A diamond crystal is squeezed and stretched uniformly in a PBE calculation, and the pressure needed to hold it at each volume is recorded. The table gives the volume per atom $V$, the shortest distance $d$ between neighbouring atoms, and the pressure $P$. Positive pressure means that the cell is compressed, negative pressure that it is held under tension. The crystal remains cubic and insulating in every row, so only its size changes.

VASP 6.6.1 plane-wave calculations of diamond (two-atom cell) at fixed volumes, with the PBE functional, no dispersion correction, no spin polarisation and the recommended PBE PAW potential for carbon. All rows use a 520 eV cutoff, a 10 × 10 × 10 k-point mesh and Gaussian smearing of 0.02 eV; pressure is positive in compression.

```tsv
volume (Å³/atom)	shortest distance (Å)	pressure (GPa)
5.191	1.499	48.67
5.362	1.516	30.10
5.533	1.532	13.99
5.672	1.544	2.46
5.704	1.547	-0.01
5.875	1.563	-12.17
6.046	1.578	-22.72
```

**(a) Does a given change of volume cost the same pressure everywhere, and does the row at 5.672 Å³ belong to the same curve?**

*Solution.* It does not cost the same. Going from the second volume to the smallest takes $48.67-30.10=18.57$ GPa. The equally large volume step at the stretched end changes the pressure by only $22.72-12.17=10.55$ GPa. Diamond becomes stiffer when squeezed and softer when stretched.

The bulk modulus $B=-V\,dP/dV$ puts this in one number: the pressure per relative change of volume. Taken between neighbouring rows, it falls from 573 GPa at the compressed end to 368 GPa at the stretched end, and it falls at every step. The energy shows the same lopsidedness. Compressing the crystal by 6% from its zero-pressure volume costs 31 meV per atom, while stretching it by 6% costs 25 meV.

The row at 5.672 Å³ looks odd only because it lies so close to its neighbour. Its volume is 0.56% below the zero-pressure volume, and with $B$ near 435 GPa this gives $0.0056\times435\approx2.4$ GPa, in line with the table. The pressure is measured from PBE's own equilibrium for atoms at rest. Thermal and zero-point motion, which are absent here, would push the crystal outwards and shift that zero.

**(b) How much of the bend would remain if every bond were an ideal spring?**

*Solution.* Each carbon atom has four bonds, each shared by two atoms, so there are two bonds per atom. Uniform scaling leaves the bond angles unchanged, and the energy per atom can be written as $E=2\varphi(d)$, where $\varphi$ is the energy of one effective bond. Because $V$ grows as $d^3$, $dV/dd=3V/d$, and therefore

$$P=-\frac{dE}{dV}=-\frac{2}{3}\,\frac{d}{V}\,\varphi'(d).$$

For an ideal spring $\varphi'=k(d-d_0)$, with $d_0=1.547$ Å the length at zero pressure. The bulk modulus there fixes the stiffness at $k\approx29$ eV/Å². At the smallest volume the bond is 0.048 Å short, so

$$P\approx\frac{2}{3}\times\frac{1.499}{5.191}\times29\times0.048\approx0.27\ \text{eV/Å}^3\approx43\ \text{GPa}.$$

A straight line through the zero-pressure point with the same initial slope would give only 39 GPa. Even perfect springs therefore bend the curve, for two geometrical reasons. The bond force acts on a smaller area in a compressed crystal, and a given loss of volume shortens the bonds more when they are already short. Yet the calculation gives 48.67 GPa, so geometry supplies less than half of the excess over the straight line.

**(c) What supplies the rest?**

*Solution.* The bond itself must stiffen as it shortens. A diatomic molecule is the simpler example: its energy rises steeply when the atoms are pushed together and more gently when they are pulled apart. The comparison covers the shape of the energy curve near its minimum. A molecule encloses no crystal volume, so the geometrical part found in (b) has no counterpart there.

A likely physical reason is a competition between two energies of the electrons. Confining them to a smaller space raises their kinetic energy roughly as $1/d^2$, while the electrostatic attraction that holds the crystal together grows only as $1/d$. On compression the cost outruns the gain, and the resistance climbs. On stretching both fade, the kinetic part faster, and the pull back towards equilibrium grows more slowly than that of an ideal spring.

This argument can be tested in its crudest form, with one term of each kind and the same initial stiffness. At the smallest volume it closes about three quarters of the gap left by the ideal spring and ends 1.5 GPa short. The valence band also widens on compression, from 20.6 to 22.7 eV, roughly as $d^{-1.9}$, close to the $d^{-2}$ of a kinetic energy, although a band width also contains potential energy. These findings support the picture without proving it, since the calculation does not list the two energies separately and the crude form ignores how the electrons rearrange.

A Morse curve, a simple form for the energy of a diatomic molecule, describes the stiffening bond more closely:

$$\varphi'(d)=\frac{k}{a}\left[e^{-a(d-d_0)}-e^{-2a(d-d_0)}\right].$$

Here $a$ measures how unequal shortening and stretching are. Fitting $k$ and $a$ to all seven pressures gives $a=1.74$ Å⁻¹. At the smallest volume, the shortening of 0.048 Å now produces a bond force of about 1.58 eV/Å instead of the spring's 1.39, and the pressure rises from 43 to about 49 GPa. This row was part of the fit, so the agreement shows that the form suits the curve; it is not an independent prediction.

The fitted curve follows every row to within 0.01 GPa, as the output after this text shows. That closeness measures the smoothness of the data rather than their accuracy. Pressures derived from the total energies lie about 0.24 GPa above the printed ones, an offset typical of a fixed plane-wave cutoff. Nor does the fit prove that the energy resides in separate pair bonds, because $\varphi$ also absorbs the influence of more distant atoms.

The model also says how fast the stiffness grows. An ideal spring raises the bulk modulus by 1 GPa for each GPa of pressure near equilibrium, whereas the Morse bond raises it by $1+ad_0\approx3.7$ GPa. For another crystal whose bonds all scale together, the geometrical part of the argument carries over, but $a$ has to come from that crystal's own energy curve.

For diamond in this range, a practical rule follows. Multiply the relative loss of volume by 435 GPa to get a first pressure, then add roughly 2.5% of the result for every percent of compression. On stretching, reduce the tension by a little over 2% for every percent. Thus a cell held 1% below PBE's own volume shows more than 4 GPa even though nobody has meant to compress it, and that pressure should be checked against the choice of volume before it is read as a real load.

Printed output of the fit:

```
Bulk modulus between each row and the row before:
    row  mid volume A3 per atom  mid pressure GPa  bulk modulus GPa
  5.362                   5.277             39.39               573
  5.533                   5.447             22.05             513.2
  5.672                   5.603             8.225             464.7
  5.704                   5.688             1.225               439
  5.875                    5.79             -6.09             411.7
  6.046                    5.96            -17.45             367.7
fit of pressure on 7 rows: coefficient of 2/3*GPa_per_eVA3*dist/vol*(exp(-2*s*y)-exp(-1*s*y))/s 29.09 +/- 0.0017, s 1.744; rms 0.00325, worst 5.533 -0.00607, leave-one-out rms 0.0075
Model pressure less computed pressure in GPa:
    row  tangent line  harmonic bond  kinetic and electrostatic  Morse bond
  5.191        -9.583         -5.735                     -1.493    0.002023
  5.362        -4.045         -2.388                    -0.6211  -6.717e-05
  5.533       -0.9676        -0.5659                    -0.1513   -0.006065
  5.672      -0.03108       -0.01744                  -0.003712    0.001083
  5.704     0.0001263      0.0001266                  0.0001268   0.0001269
  5.875       -0.8722        -0.4919                     -0.123      0.0052
  6.046        -3.354         -1.876                    -0.4841   -0.002155
Volume at zero pressure, A3 per atom: 5.704
Bulk modulus at zero pressure, GPa: 434.7
Rise of bulk modulus per GPa of pressure, Morse bond: 3.698
Rise of bulk modulus per GPa of pressure, first to last step: 3.612
Fall of bulk modulus from first to last step, percent: 35.82
Pressure at 6 percent compression over tension at 6 percent stretching: 1.325
Energy cost of 6 percent compression, meV per atom: 31.13
Energy cost of 6 percent stretching, meV per atom: 24.94
Distance of the row at 5.672 below the zero-pressure volume, percent: 0.5588
Valence band width at Gamma, smallest volume, eV: 22.71
Valence band width at Gamma, largest volume, eV: 20.64
Power of bond length with which the band width changes: -1.88
Pressure from energies less printed pressure, mean over the range, GPa: 0.2376
```
